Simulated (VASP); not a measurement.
Here is the system:

```xyz
9
Lattice="4.7770 0.0000 0.0000 -2.3885 4.1370 0.0000 0.0000 0.0000 6.5670" Properties=species:S:1:pos:R:3 pbc="T T T"
Ta    -1.1943     2.0685     1.0945
Ta     0.0000     4.1370     3.2835
Ta     1.1943     2.0685     5.4725
Si     2.3885     2.8245     3.2835
Si    -1.2518     3.4808     5.4725
Si     1.1367     0.6562     1.0945
Si     0.0000     1.3125     3.2835
Si     3.6403     0.6562     5.4725
Si     1.2518     3.4808     1.0945
```

These are r2SCAN meta-GGA, VASP's PBE PAW potentials (set 64) (plane waves; VASP 6.6.1) values and carry that method's errors. Settings: 400 eV cut-off, 8×8×5 Γ-centred mesh, tetrahedra with Blöchl corrections, potentials Ta_pv Si.

The cores are frozen, which limits the accuracy of field gradients.

Give the principal components of the electric field gradient (V/Å²) and the asymmetry η at each nucleus.

```csv
atom,Vxx,Vyy,Vzz,η
Ta1,-49.3,-4.7,54.0,0.83
Ta2,-49.3,-4.7,54.0,0.83
Ta3,-49.3,-4.7,54.0,0.83
Si4,20.2,7.2,-27.4,0.48
Si5,20.2,7.2,-27.4,0.48
Si6,20.2,7.2,-27.4,0.48
Si7,20.2,7.2,-27.4,0.48
Si8,20.2,7.2,-27.4,0.48
Si9,20.2,7.2,-27.4,0.48
```

The structure comes from a computed database's TaSi2 entry (P6_222); how it stands against other phases isn't given here. It was relaxed first.
